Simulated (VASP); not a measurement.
```
CELL_PARAMETERS angstrom
      4.93540     0.00000     0.00000
      0.00000     4.93540     0.00000
      0.00000     0.00000     3.32483
ATOMIC_POSITIONS crystal
  Mn 0.00000 0.00000 0.00000
  Mn 0.50000 0.50000 0.50000
  F  0.30366 0.30366 0.00000
  F  0.80366 0.19634 0.50000
  F  0.19634 0.80366 0.50000
  F  0.69634 0.69634 0.00000
```
Starting moments (μB, in the order of the record's atoms Mn Mn F F F F): 4.5 -4.5 0.0 0.0 0.0 0.0.

Computed with PBE GGA, VASP's PBE PAW potentials (set 64) (plane waves; VASP 6.6.1). Numerical set-up: 520 eV cut-off, Gaussian smearing of 0.050 eV, potentials Mn_pv F.

Question: Give the spin-up energies of bands 18 to 31 at the high-symmetry points, in eV from the valence-band maximum.

Answer: 
```
band      Γ      Y     C0      Z     A0      T      S      R
----  -----  -----  -----  -----  -----  -----  -----  -----
18    -5.12  -4.66  -4.66  -5.00  -4.98  -4.98  -4.88  -5.14
19    -4.29  -4.49  -4.49  -4.60  -4.17  -4.17  -4.75  -4.48
20    -3.93  -4.40  -4.40  -4.50  -4.11  -4.11  -4.69  -4.42
21    -3.91  -4.37  -4.37  -4.40  -4.04  -4.04  -3.96  -4.12
22    -3.62  -4.24  -4.24  -4.28  -4.02  -4.02  -3.94  -4.08
23    -1.61  -1.61  -1.61  -1.40  -1.46  -1.46  -1.57  -1.46
24    -1.38  -1.37  -1.37  -1.37  -1.39  -1.39  -1.34  -1.39
25    -1.22  -1.14  -1.14  -1.11  -1.22  -1.22  -1.19  -1.22
26    -0.37  -0.53  -0.53  -0.50  -0.52  -0.52  -0.09  -0.60
27    -0.06  -0.05  -0.05  -0.24  -0.09  -0.09   0.00  -0.06
28     2.26   2.70   2.70   2.89   2.87   2.87   2.64   2.87
29     2.63   3.10   3.10   2.94   2.92   2.92   3.07   2.93
30     3.12   3.12   3.12   3.04   3.11   3.11   3.08   3.10
31     3.12   3.27   3.27   3.68   3.61   3.61   3.83   3.67
```

Question: Give the spin-down energies of bands 18 to 31 at the high-symmetry points, in eV from the valence-band maximum.

Answer: 
| band | Γ | Y | C0 | Z | A0 | T | S | R |
|---|---|---|---|---|---|---|---|---|
| 18 | -5.12 | -4.66 | -4.66 | -5.00 | -4.98 | -4.98 | -4.88 | -5.14 |
| 19 | -4.29 | -4.49 | -4.49 | -4.60 | -4.17 | -4.17 | -4.75 | -4.48 |
| 20 | -3.93 | -4.40 | -4.40 | -4.50 | -4.11 | -4.11 | -4.69 | -4.42 |
| 21 | -3.91 | -4.37 | -4.37 | -4.40 | -4.04 | -4.04 | -3.96 | -4.12 |
| 22 | -3.62 | -4.24 | -4.24 | -4.28 | -4.02 | -4.02 | -3.94 | -4.08 |
| 23 | -1.61 | -1.61 | -1.61 | -1.40 | -1.46 | -1.46 | -1.57 | -1.46 |
| 24 | -1.38 | -1.37 | -1.37 | -1.37 | -1.39 | -1.39 | -1.34 | -1.39 |
| 25 | -1.22 | -1.14 | -1.14 | -1.11 | -1.22 | -1.22 | -1.19 | -1.22 |
| 26 | -0.37 | -0.53 | -0.53 | -0.50 | -0.52 | -0.52 | -0.09 | -0.60 |
| 27 | -0.06 | -0.05 | -0.05 | -0.24 | -0.09 | -0.09 | 0.00 | -0.06 |
| 28 | 2.26 | 2.70 | 2.70 | 2.89 | 2.87 | 2.87 | 2.64 | 2.87 |
| 29 | 2.63 | 3.10 | 3.10 | 2.94 | 2.92 | 2.92 | 3.07 | 2.93 |
| 30 | 3.12 | 3.12 | 3.12 | 3.04 | 3.11 | 3.11 | 3.08 | 3.10 |
| 31 | 3.12 | 3.27 | 3.27 | 3.68 | 3.61 | 3.61 | 3.83 | 3.67 |

The gap is indirect, 2.26 eV, from the valence maximum at S to the conduction minimum at Γ.

The compound is MnF2 in the rutile structure. It was relaxed first.
